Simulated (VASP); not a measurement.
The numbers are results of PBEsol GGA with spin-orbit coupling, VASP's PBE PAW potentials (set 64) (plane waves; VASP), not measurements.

Input for VASP

File KPOINTS_OPT:
```
k-points along high-symmetry lines
5
Line-mode
Reciprocal
  0.000000   0.000000   0.000000 ! GAMMA
  0.000000   0.500000   0.000000 ! X

  0.000000   0.500000   0.000000 ! X
  0.500000   0.500000   0.000000 ! M

  0.500000   0.500000   0.000000 ! M
  0.000000   0.000000   0.000000 ! GAMMA

  0.000000   0.000000   0.000000 ! GAMMA
  0.000000   0.000000   0.500000 ! Z

  0.000000   0.000000   0.500000 ! Z
  0.000000   0.500000   0.500000 ! R

  0.000000   0.500000   0.500000 ! R
  0.500000   0.500000   0.500000 ! A

  0.500000   0.500000   0.500000 ! A
  0.000000   0.000000   0.500000 ! Z

  0.000000   0.500000   0.000000 ! X
  0.000000   0.500000   0.500000 ! R

  0.500000   0.500000   0.000000 ! M
  0.500000   0.500000   0.500000 ! A
```

INCAR:
```
ENCUT = 400   ! plane-wave cut-off (eV)
LCHARG = .FALSE.
SIGMA = 0.05
SYSTEM = TiAl
MAGMOM = 0 0 0 0 0 0
LREAL = .FALSE.   ! projection in real space or not
LMAXMIX = 4   ! l cut-off of mixed one-centre charges
LASPH = .TRUE.   ! aspherical one-centre terms
LSORBIT = .TRUE.
NELM = 100   ! most electronic steps
ISMEAR = 0   ! Gaussian
PREC = Accurate
LWAVE = .FALSE.
GGA_COMPAT = .FALSE.
ALGO = Normal
EDIFF = 1E-6   ! SCF stop (eV)
GGA = PS
```

POSCAR:
```
TiAl
1
    2.7975382944     0.0000000000     0.0000000000
    0.0000000000     2.7975382944     0.0000000000
    0.0000000000     0.0000000000     4.0239800413
Ti Al
1 1
Direct
  0.0000000000   0.0000000000   0.0000000000
  0.5000000000   0.5000000000   0.5000000000
```

File KPOINTS:
```
kpoints
0
gamma
 12 12 8
```

POTCAR, in this order: Ti_sv Al (PBE.64 set). Program: vasp_ncl.

The resulting files:

### OSZICAR
```
       N       E                     dE             d eps       ncg     rms          rms(c)
DAV:   1     0.130231305767E+03    0.13023E+03   -0.62500E+03  6160   0.124E+03
DAV:   2    -0.168156371497E+01   -0.13191E+03   -0.12807E+03  6342   0.388E+02
DAV:   3    -0.142717329824E+02   -0.12590E+02   -0.12181E+02 11418   0.107E+02
DAV:   4    -0.148885984707E+02   -0.61687E+00   -0.60949E+00  7762   0.200E+01
DAV:   5    -0.149261569289E+02   -0.37558E-01   -0.37534E-01  9430   0.393E+00    0.103E+01
DAV:   6    -0.133806754420E+02    0.15455E+01   -0.12092E+01  7694   0.392E+01    0.300E+00
DAV:   7    -0.132703512603E+02    0.11032E+00   -0.12066E+00  7442   0.119E+01    0.202E+00
DAV:   8    -0.132534692693E+02    0.16882E-01   -0.13076E-01  8268   0.405E+00    0.505E-01
DAV:   9    -0.132534166431E+02    0.52626E-04   -0.19362E-02  7630   0.196E+00    0.265E-01
DAV:  10    -0.132536826817E+02   -0.26604E-03   -0.12809E-03  7744   0.429E-01    0.578E-02
DAV:  11    -0.132536953708E+02   -0.12689E-04   -0.18891E-04  8830   0.136E-01    0.439E-02
DAV:  12    -0.132536967819E+02   -0.14111E-05   -0.20588E-05  7562   0.634E-02    0.621E-03
DAV:  13    -0.132536970504E+02   -0.26851E-06   -0.18119E-06  6310   0.141E-02
   1 F= -.13253697E+02 E0= -.13252690E+02  d E =-.201499E-02  mag=    -0.0000     0.0000    -0.0000
       N       E                     dE             ncg
```

OUTCAR:
```
------------------------ aborting loop because EDIFF is reached ----------------------------------------
  FORCE on cell =-STRESS in cart. coord.  units (eV):
  Direction    XX          YY          ZZ          XY          YZ          ZX
  --------------------------------------------------------------------------------------
  Total       -0.0135970     -0.0135970     -0.0179126      0.0000000      0.0000000      0.0000000
  in kB       -0.6917427     -0.6917427     -0.9112975      0.0000000      0.0000000      0.0000000
  external PRESSURE =      -0.7649276 kB  Pullay stress =       0.0000000 kB
  volume of cell :       31.49
      direct lattice vectors                 reciprocal lattice vectors
     2.797538294  0.000000000  0.000000000     0.357457127  0.000000000  0.000000000
     0.000000000  2.797538294  0.000000000     0.000000000  0.357457127  0.000000000
     0.000000000  0.000000000  4.023980041     0.000000000  0.000000000  0.248510179
 POSITION                                       TOTAL-FORCE (eV/Angst)
 -----------------------------------------------------------------------------------
      0.00000      0.00000      0.00000         0.000000      0.000000      0.000000
      1.39877      1.39877      2.01199         0.000000      0.000000      0.000000
 -----------------------------------------------------------------------------------
    total drift:                                0.000000      0.000000     -0.000000
  FREE ENERGIE OF THE ION-ELECTRON SYSTEM (eV)
  ---------------------------------------------------
  free  energy   TOTEN  =       -13.2536970504 eV

  energy  without entropy=      -13.2516820615  energy(sigma->0) =      -13.25268956

 Ion:    1  E_soc:     -0.0112235

 Ion:    2  E_soc:     -0.0001554
```
(Selected blocks of OUTCAR.)

The compound is TiAl in the L1_0 structure. It was relaxed first.
